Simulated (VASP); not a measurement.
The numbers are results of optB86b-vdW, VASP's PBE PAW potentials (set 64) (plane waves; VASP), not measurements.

The input files of a VASP run:

**INCAR**
```
GGA=MK
AGGAC=0.0
LUSE_VDW=T
ALGO=Normal   # blocked Davidson
PARAM2=1.0
LASPH=T
PARAM1=0.1234
PREC=Accurate
ENCUT=520   # plane-wave cut-off (eV)
ISIF=3
IBRION=2   # conjugate gradients
NELM=100   # most electronic steps
NSW=60
LREAL=F   # projection in real space or not
SYSTEM=La2O3
EDIFFG=-0.02   # ionic stop
LMAXMIX=6   # l cut-off of mixed one-centre charges
LWAVE=F
EDIFF=1E-6   # SCF stop (eV)
SIGMA=0.05   # width (eV)
ISMEAR=0   # Gaussian
LCHARG=F
```

File KPOINTS:
```
Automatic mesh
0
Gamma
6 6 4
0 0 0
```

### POSCAR
```
La2O3
1
    1.9491707173    -3.3760626270     0.0000000000
    1.9491707173     3.3760626270    -0.0000000000
    0.0000000000    -0.0000000000     6.0580164254
La O
2 3
Direct
  0.3333330000   0.6666670000   0.2456635581
  0.6666670000   0.3333330000   0.7543364419
  0.0000000000   1.0000000000   0.0000000000
  0.3333330000   0.6666670000   0.6459555080
  0.6666670000   0.3333330000   0.3540444920
```

POTCAR, in this order: La O (PBE.64 set). Program: vasp_std.

Task: Estimate the energy per atom (σ→0), volume per atom, band gap (on the k-mesh).

Result: 
| Quantity | Result |
|---|---|
| energy per atom (σ→0) | -6.660 eV/atom |
| band gap (on the k-mesh) | 3.84 eV |
| volume per atom | 16.24 Å³/atom |

### OSZICAR
```
...
   4 F= -.33302122E+02 E0= -.33302122E+02  d E =-.138253E-01
       N       E                     dE             d eps       ncg     rms          rms(c)
DAV:   1    -0.333021743694E+02   -0.51904E-04   -0.32029E-02  1648   0.167E+00    0.590E-02
DAV:   2    -0.333022588543E+02   -0.84485E-04   -0.17860E-03  1928   0.393E-01    0.296E-02
DAV:   3    -0.333022580702E+02    0.78409E-06   -0.20093E-04  2192   0.130E-01    0.143E-02
DAV:   4    -0.333022558696E+02    0.22006E-05   -0.17727E-05  2208   0.415E-02    0.660E-03
DAV:   5    -0.333022557354E+02    0.13421E-06   -0.41879E-06  1288   0.193E-02
   5 F= -.33302256E+02 E0= -.33302256E+02  d E =-.133907E-03
```

The compound is La2O3 in the a-type structure. This run relaxes it. Symmetry was kept, so distortions that lower it aren't found. The start is the result of an earlier pass.
